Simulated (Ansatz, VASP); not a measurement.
TeAs2 in VASP and in Ansatz

```
Te As
1.0
    -3.55645    3.55645    2.94052
     3.55645   -3.55645    2.94052
     3.55645    3.55645   -2.94052
Te As
2 4
Direct
  0.75000 0.25000 0.50000
  0.00000 0.00000 0.00000
  0.37500 0.62500 0.25000
  0.37500 0.12500 0.75000
  0.37500 0.62500 0.75000
  0.87500 0.62500 0.25000
```

Alike in both runs: task single point; functional r2SCAN; k mesh 4 × 4 × 4; occupations gaussian, width 0.1 eV; no spin polarisation.

|  | VASP | Ansatz |
| --- | --- | --- |
| version | VASP 6.6.1 | Ansatz 0.2.0 |
| potentials or method | VASP PAW PBE potentials, release 64 (Te, As) | scalar-relativistic, plane waves, PAW |
| plane-wave cutoff (eV) | 520 | 500 |
| valence electrons in the cell | 32 | 92 |

```csv
,VASP,Ansatz,Ansatz less VASP
gap on the k mesh at the Fermi level (eV),none,none,-
pressure (GPa),-2.6,-2.6,+0.06
largest component of the traceless stress (GPa),1.78,1.78,+0.004
```

A gap of «none» marks a metal or a gap that the smearing closes. The two sets of potentials don't hold the same shells in valence.

Caveats: the PAW data sets were made with another functional, which shifts forces and pressure a little (VASP). Spin-orbit coupling is left out, which matters for the levels of Te.
